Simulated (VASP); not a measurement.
An input for Quantum ESPRESSO's pw.x (written as the equivalent of a VASP run, and not itself run):

```
&CONTROL
  calculation = 'vc-relax'
  pseudo_dir = './pseudo'
  outdir = './out'
  tprnfor = .true.
  tstress = .true.
  nstep = 60
  forc_conv_thr = 0.00039
/
&SYSTEM
  ibrav = 0
  nat = 2
  ntyp = 1
  ecutwfc = 80
  occupations = 'smearing'
  smearing = 'methfessel-paxton'
  degauss = 0.00735
  input_dft = 'pbe'
/
&ELECTRONS
  conv_thr = 7.3e-08
  electron_maxstep = 100
/
&IONS
/
&CELL
/
ATOMIC_SPECIES
  Sb 121.760 Sb.upf
CELL_PARAMETERS angstrom
     3.9573420   -2.1550000    0.0000000
     3.9573420    2.1550000    0.0000000
     2.7838200    0.0000000    3.5432930
ATOMIC_POSITIONS crystal
  Sb   0.2335000  0.2335000  0.2335000
  Sb   0.7665000  0.7665000  0.7665000
K_POINTS automatic
  9 9 9 0 0 0
```

### Question
Write the VASP files for the same calculation (PBE).

### Answer
One answer among several that fit: 
**INCAR**
```
! general
SYSTEM   =  Sb
PREC     =  Accurate
ENCUT    =  400
LREAL    =  .FALSE.
LASPH    =  .TRUE.

! electronic loop
EDIFF    =  1E-6
NELM     =  100
ALGO     =  Normal
LMAXMIX  =  4

! smearing
ISMEAR   =  1
SIGMA    =  0.1

! functional
GGA      =  PE

! ions
IBRION   =  2
NSW      =  60
ISIF     =  3
EDIFFG   =  -0.01

! output
LWAVE    =  .FALSE.
LCHARG   =  .FALSE.
```

**POSCAR**
```
Sb
1
    3.9573420000    -2.1550000000     0.0000000000
    3.9573420000     2.1550000000     0.0000000000
    2.7838200000     0.0000000000     3.5432930000
Sb
2
Direct
  0.2335000000   0.2335000000   0.2335000000
  0.7665000000   0.7665000000   0.7665000000
```

KPOINTS:
```
Automatic mesh
0
Gamma
9 9 9
0 0 0
```

POTCAR, in this order: Sb (PBE.64 set). Program: vasp_std.

Limits of the translation: the potentials are each code's own (VASP's PAW set, PseudoDojo norm-conserving files in pw.x), so ENCUT and ecutwfc are chosen apart and not converted; conv_thr bounds pw.x's estimated SCF error, while EDIFF bounds the energy change between steps; forc_conv_thr acts on force components and is met together with etot_conv_thr.

The compound is Sb in the a7 structure. This run relaxes it. Symmetry was kept, so distortions that lower it aren't found.
